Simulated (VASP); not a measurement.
Runs of VASP 6.6.1 on CeZn2Ni. The structure is tetragonal, space group P4/mmm (No. 123). Conventional cell: a = 3.864 Å, b = 3.864 Å, c = 4.919 Å, α = 90.00°, β = 90.00°, γ = 90.00°. Ce (site symmetry 4/mmm) is surrounded by 4 Ni at 2.73 Å and 8 Zn at 3.13 Å. Zn (site symmetry mmm) has 4 Zn at 2.73 Å and 4 Ce at 3.13 Å and 4 Ni at 3.13 Å as nearest neighbours. Ni (site symmetry 4/mmm) is surrounded by 4 Ce at 2.73 Å and 8 Zn at 3.13 Å. The cell comes from a database or a generator and needn't be the stable form of this composition.

```tsv
level	moment (μB)
revPBE	0.01
AM05	0.10
BLYP	0.37
SCAN	(a)
PBEsol	(b)
```

Alike in all rows: task band structure; potentials or basis VASP PAW PBE potentials, release 64 (Ce, Zn, Ni); spin collinear, ferromagnetic start; cell as given; k mesh 5 × 5 × 5; cutoff (eV) 520; smearing fermi-dirac 0.05 eV.

Problem. Fill in the values left out.

Solution. (a) 0.00; (b) 0.03.

Caveats: the magnetic or orbital state may not be the lowest.
